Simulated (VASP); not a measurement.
Consider the following.

```
CELL_PARAMETERS angstrom
      0.00000     3.01442     3.01442
      3.01442     0.00000     3.01442
      3.01442     3.01442     0.00000
ATOMIC_POSITIONS crystal
  Te 0.00000 0.00000 0.00000
  W  0.50000 0.50000 0.50000
```

Calculation: PBE GGA, VASP's PBE PAW potentials (set 64) (plane waves; VASP). Run with 400 eV cut-off, 5×5×5 Monkhorst-Pack mesh, Gaussian smearing of 0.050 eV, potentials Te W_sv.

Problem. Give the stress tensor in GPa (positive for a compressed cell).

Solution. 
```
-15.99    0.00    0.00
  0.00  -15.99    0.00
  0.00    0.00  -15.99
```
The pressure is its mean diagonal, -15.99 GPa.

The structure was generated: TeW was put into the rocksalt type (Fm-3m), which need not be its known phase. The cell was not relaxed at this level. The k-mesh is coarse (spacing up to 0.36 per Å, 2π included), so the numbers may not be converged in it. The run is one of a series of settings (KPOINTS 5×5×5 Monkhorst-Pack mesh against the base run), some of them coarse on purpose.
